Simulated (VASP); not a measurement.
Set up this calculation in VASP 6.6.1, as the native input.

```
Task                   : single point
Functional             : r2SCAN
Potentials or basis    : VASP PAW PBE potentials, release 64 (Ru_pv, Se)
Cutoff                 : 520 eV
k mesh                 : 6 × 6 × 6
Occupations            : gaussian, width 0.05 eV
Spin                   : collinear spin, ferromagnetic start
Starting moments       : [1.0, 0.0] μB
Hubbard terms          : Ru d U = 4 eV
Further INCAR settings : ALGO = Normal; EDIFF = 1e-06; NBANDS = 21
```

The structure of RuSe lies in POSCAR:

```
RuSe
1.0
    0.0000000000      2.6776164100      2.6776164100
    2.6776164100      0.0000000000      2.6776164100
    2.6776164100      2.6776164100      0.0000000000
Ru Se
1 1
Direct
    0.5000000000      0.5000000000      0.5000000000
    0.0000000000      0.0000000000      0.0000000000
```

The cell comes from a database or a generator and needn't be the stable form of this composition.

The input as run:

INCAR

```
ALGO     = Normal         # electronic algorithm
EDIFF    = 1E-6           # SCF threshold, eV
ENCUT    = 520            # plane-wave cutoff, eV
ISIF     = 2              # what is computed and relaxed
ISMEAR   = 0              # smearing method
ISPIN    = 2              # spin polarisation
LASPH    = T              # aspherical terms in the spheres
LCHARG   = T              # write CHGCAR
LDAU     = T              # DFT+U
LDAUJ    = 0 0          
LDAUL    = 2 -1           # shell
LDAUPRINT= 1            
LDAUTYPE = 2            
LDAUU    = 4 0            # U, eV
LELF     = T              # ELF
LMAXMIX  = 4              # l up to which the mixer works
LMIXTAU  = T            
LORBIT   = 11             # projections on sites
LREAL    = F              # projectors in reciprocal space
LVHAR    = T            
LWAVE    = F              # write WAVECAR
MAGMOM   = 1 0            # initial moments
METAGGA  = R2SCAN         # meta-GGA
NBANDS   = 21             # bands
NELM     = 100            # most SCF steps
PREC     = Accurate       # precision mode
SIGMA    = 0.05           # smearing width, eV
```

KPOINTS

```
k-points
0
Gamma
  6 6 6
```

Potentials or basis: VASP PAW PBE potentials, release 64 (Ru_pv, Se).

Run with:

```sh
$ cat potpaw_PBE.64/Ru_pv/POTCAR potpaw_PBE.64/Se/POTCAR > POTCAR
$ mpirun -np 1 vasp_std > vasp.out
```

It gave:

| Item | Value |
| --- | --- |
| Pressure | 7.0 GPa |
| Band gap on the k mesh | none (metal or under the smearing width) |
| Net moment | 3.45 μB per cell |
| Site moments | Ru +3.13; Se +0.16 μB |
| Valence electrons inside the program's atomic spheres | Ru 12.24; Se 3.96 |

Caveat: the PAW data sets were made with another functional, which shifts forces and pressure a little.

It took 100 s on 1 thread of Intel(R) Xeon(R) Platinum 8488C (Sapphire Rapids), on a shared host, peak memory 0.19 GiB.
